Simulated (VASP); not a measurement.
Here is the system:

```
LiH
1.0
    0.00000     1.99919     1.99919
    1.99919     0.00000     1.99919
    1.99919     1.99919     0.00000
Li H
1 1
Cartesian
  0.00000   0.00000   0.00000
  1.99919   1.99919   1.99919
```

Calculation: modified Becke-Johnson potential (mBJ), VASP's PBE PAW potentials (set 64) (plane waves; VASP 6.6.1). Settings: 520 eV cut-off, 8×8×8 Γ-centred mesh, Gaussian smearing of 0.050 eV, potentials Li_sv H.

mBJ is a potential without an energy functional, so only the levels count.

Task: Predict the band gap (over mesh and band path) with the smallest direct gap where there is one.

Result: 
```json
{
  "band gap (over mesh and band path)": "5.07 eV",
  "smallest direct gap (over mesh and band path)": "5.07 eV"
}
```

Total energies compare only between runs with the same potentials, cut-off and functional.

The compound is LiH in the rock salt structure. It was relaxed first, which changed the volume by -6 %. The cell's shape comes from a PBE relaxation.
